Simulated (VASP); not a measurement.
Write the native input for VASP 6.6.1 that does the following.

| Quantity | Value |
| --- | --- |
| Task | single point |
| Functional | PBE |
| Potentials or basis | VASP PAW PBE potentials, release 64 (Ga_d, Sn_d, Se) |
| Cutoff | 520 eV |
| k mesh | 7 × 7 × 2 |
| Occupations | gaussian, width 0.15 eV |
| Spin | no spin polarisation |
| Further INCAR settings | PREC = Normal; LREAL = Auto; ALGO = Fast; EDIFF = 1e-05 |

The structure of Ga2SnSe lies in POSCAR:

```
Ga2SnSe
1.0
    3.9439430000      0.0000000000      0.0000000000
   -1.9719720000      3.4155550000      0.0000000000
    0.0000000000      0.0000000000     16.3682600000
Ga Sn Se
4 2 2
Direct
    0.0000000000      0.0000000000      0.0753750000
    0.0000000000      0.0000000000      0.9246250000
    0.3333330000      0.6666670000      0.4611690000
    0.6666670000      0.3333330000      0.5388310000
    0.3333330000      0.6666670000      0.6423020000
    0.6666670000      0.3333330000      0.3576980000
    0.3333330000      0.6666670000      0.1434730000
    0.6666670000      0.3333330000      0.8565270000
```

The cell was built by a generator and needn't be a form met in nature.

The input as run:

INCAR

```
ALGO = Fast
EDIFF = 1E-5
ENCUT = 520
GGA = PE
ISIF = 2
ISMEAR = 0
LASPH = T
LCHARG = F
LREAL = Auto
LWAVE = F
NELM = 80
PREC = Normal
SIGMA = 0.15
```

KPOINTS

```
k-points
0
Gamma
  7 7 2
```

Potentials or basis: VASP PAW PBE potentials, release 64 (Ga_d, Sn_d, Se).

Launch:

```bash
$ cat potpaw_PBE.64/Ga_d/POTCAR potpaw_PBE.64/Sn_d/POTCAR potpaw_PBE.64/Se/POTCAR > POTCAR
$ mpirun -np 1 vasp_std > vasp.out
```

It gave:

- Pressure: 0.2 GPa
- Largest force: 0.054 eV/Å
- Band gap on the k mesh: none (metal or under the smearing width)

Caveat: this functional lacks dispersion, which binds the layers, so the pressure and a relaxed spacing across them are unreliable.

Run time: 2.6 min on 1 thread of Intel(R) Xeon(R) Platinum 8259CL CPU @ 2.50GHz (Skylake/Cascade Lake), with other jobs on the host, peak memory 0.29 GiB.
